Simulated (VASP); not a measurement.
A convergence study with VASP on CuCl (zinc blende): one setting is varied, all else stays as given below, so the limit is that of these other settings. Each run relaxes cell and ions; the cell shown is the tightest run's result. The basis is that of the starting cell, so low cut-offs carry a Pulay error.

```yaml
crystal:
  lattice:
    - [0.00000, 2.71470, 2.71470]
    - [2.71470, 0.00000, 2.71470]
    - [2.71470, 2.71470, 0.00000]
  atoms:
    - { symbol: Cu, position: [0.00000, 0.00000, 0.00000] }
    - { symbol: Cl, position: [0.25000, 0.25000, 0.25000] }
```

Level of theory: PBE GGA, VASP's PBE PAW potentials (set 64) (plane waves; VASP). The tightest run used: 700 eV cut-off, 7×7×7 Γ-centred mesh, Gaussian smearing of 0.050 eV, potentials Cu Cl.

The reference is ENCUT = 700, which took about 40 core-seconds. Costs are core time on shared hosts, one run each; read them as rough ratios.

Task: Of the settings ENCUT = 250; ENCUT = 300; ENCUT = 350; ENCUT = 400; ENCUT = 450; ENCUT = 500; ENCUT = 550; ENCUT = 600; ENCUT = 650; ENCUT = 700, which is the lowest that keeps the difference from the reference in relaxed volume (Å³/atom) within 0.1 from there on, and what does it cost?

Result: ENCUT = 500; its cost over the reference is within a factor of 2.
```csv
setting,difference in relaxed volume (Å³/atom),cost over the reference
ENCUT = 250,2.078,about 1/3
ENCUT = 300,0.349,about 1/4
ENCUT = 350,0.035,about 1/4
ENCUT = 400,0.141,about 1/3
ENCUT = 450,0.123,about 1/3
ENCUT = 500,0.039,within a factor of 2
ENCUT = 550,0.001,within a factor of 2
ENCUT = 600,0.007,within a factor of 2
ENCUT = 650,0.001,within a factor of 2
ENCUT = 700,0.000,reference
```

Left out are rungs that failed or repeat a setting and relaxations that didn't move; long series are thinned to 24 rows.

The compound is CuCl in the zinc blende structure.
